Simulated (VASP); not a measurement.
Given:

```xyz
5
Lattice="4.4480 0.0000 0.0000 -2.2240 3.8521 0.0000 0.0000 0.0000 24.5024" Properties=species:S:1:pos:R:3 pbc="T T T"
Bi     0.0000     2.5681    10.1337
Bi     0.0000     0.0000    14.3687
Te     0.0000     0.0000     8.3339
Te     2.2240     1.2840    12.2512
Te     0.0000     2.5681    16.1686
```

The numbers are results of PBE GGA, VASP's PBE PAW potentials (set 64) (plane waves; VASP), not measurements. Numerical set-up: PREC = Normal, EDIFF = 1E-5, 400 eV cut-off, 12×12×1 Γ-centred mesh, Gaussian smearing of 0.050 eV, potentials Bi_d Te.

The ions and cell shape at fixed volume are relaxed. Give the cell that the relaxation ends in.

```xyz
5
Lattice="4.4349 0.0000 0.0000 -2.2174 3.8407 0.0000 0.0000 0.0000 24.6478" Properties=species:S:1:pos:R:3 pbc="T T T"
Bi     0.0000     2.5605    10.2748
Bi     0.0000     0.0000    14.3730
Te     0.0000     0.0000     8.5618
Te     2.2174     1.2802    12.3239
Te     0.0000     2.5605    16.0860
```

How much energy does the relaxation gain?

The energy (σ→0) changes by -12.2 meV/atom, in 11 ionic steps.

The cell is a sheet with vacuum, built from Bi2Te3 (tetradymite).
